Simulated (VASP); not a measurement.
Set up this calculation in VASP 6.6.1, as the native input.

```yaml
Task: relaxation of cell and atoms
Functional: PBE
Potentials_or_basis: VASP PAW PBE potentials, release 64 (Fe, Cu)
Cutoff: 600 eV
k_mesh: 11 × 11 × 11
Occupations: methfessel-paxton, width 0.2 eV
Spin: collinear spin, ferromagnetic start
Starting_moments: "[3.0, 0.6] μB"
Further_INCAR_settings: ALGO = Normal; EDIFF = 1e-06; IBRION = 2; EDIFFG = -0.02; NSW = 60; ISIF = 3
```

The structure of FeCu lies in POSCAR:

```
FeCu
1.0
    0.0000000000      2.1696575300      2.1696575300
    2.1696575300      0.0000000000      2.1696575300
    2.1696575300      2.1696575300      0.0000000000
Fe Cu
1 1
Direct
    0.5000000000      0.5000000000      0.5000000000
    0.0000000000      0.0000000000      0.0000000000
```

The cell was built by a generator and needn't be a form met in nature.

One way to write it, as run:

INCAR

```
ALGO = Normal
EDIFF = 1E-6
EDIFFG = -0.02
ENCUT = 600
GGA = PE
IBRION = 2
ISIF = 3
ISMEAR = 1
ISPIN = 2
LASPH = T
LCHARG = F
LMAXMIX = 4
LORBIT = 11
LREAL = F
LWAVE = F
MAGMOM = 3 0.6
NELM = 120
NSW = 60
PREC = Accurate
SIGMA = 0.2
```

KPOINTS

```
k-points
0
Gamma
  11 11 11
```

Potentials or basis: VASP PAW PBE potentials, release 64 (Fe, Cu).

Launch:

```sh
$ cat potpaw_PBE.64/Fe/POTCAR potpaw_PBE.64/Cu/POTCAR > POTCAR
$ mpirun -np 1 vasp_std > vasp.out
```

Results of the run:

| Item | Value |
| --- | --- |
| Relaxed volume | 14.14 Å³/atom |
| Relaxed cell | a = 3.420 Å, b = 3.420 Å, c = 3.420 Å, α = 60.00°, β = 60.00°, γ = 60.00° |
| Space group after relaxing (to 0.05 Å) | Fm-3m (No. 225) |
| Energy gained by relaxing | 692.0 meV/atom |
| Ionic steps | 4 |
| Pressure after relaxing | -0.1 GPa |
| Band gap on the k mesh | none (metal or under the smearing width) |
| Net moment | 2.98 μB per cell |
| Site moments | Fe +2.88; Cu +0.13 μB |
| Valence electrons inside the program's atomic spheres | Fe 6.91; Cu 10.05 |

Caveat: the volume moved by over 15 % at a fixed basis, so the end points are rough.

Wall time 3.4 min on 1 thread of Intel(R) Xeon(R) Platinum 8488C (Sapphire Rapids) (shared host), peak memory 0.21 GiB.
